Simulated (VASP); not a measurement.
Runs of VASP 6.6.1 on GaAs. The structure is tetragonal, space group I-4m2 (No. 119). The conventional cell has a = 3.987 Å, b = 3.987 Å, c = 5.681 Å, α = 90.00°, β = 90.00°, γ = 90.00°. Around Ga (site symmetry -4m2) lie 4 As at 2.45 Å. Around As (site symmetry -4m2) lie 4 Ga at 2.45 Å. The cell was built by a generator and isn't the measured one.

```csv
level,potentials or basis,k mesh,cutoff (eV),gap on the mesh (eV),pressure (GPa)
r2SCAN,"VASP PAW PBE potentials, release 64 (Ga_d, As)",12 × 12 × 12,600,0.98,(b)
PBE,"VASP PAW PBE potentials, release 64 (Ga_d, As)",12 × 12 × 12,400,0.51,3.3
LDA,"VASP PAW LDA potentials, release 64 (Ga_d, As)",12 × 12 × 12,600,0.32,(a)
PBE,"VASP PAW PBE potentials, release 64 (Ga_d, As)",8 × 8 × 8,600,0.51,3.5
PBE,"VASP PAW PBE potentials, release 64 (Ga_d, As)",12 × 12 × 12,600,0.51,3.5
```

Alike in all rows: task electric field gradients; no spin polarisation; cell as given; smearing gaussian 0.02 eV.

Q: Estimate the missing entries.

A: (a) -1.6; (b) 0.6.

Caveats: the PAW data sets were made with another functional, which shifts forces and pressure a little (some runs).

A k mesh can miss the band edges, and the runs leave out spin-orbit coupling on As, Ga.
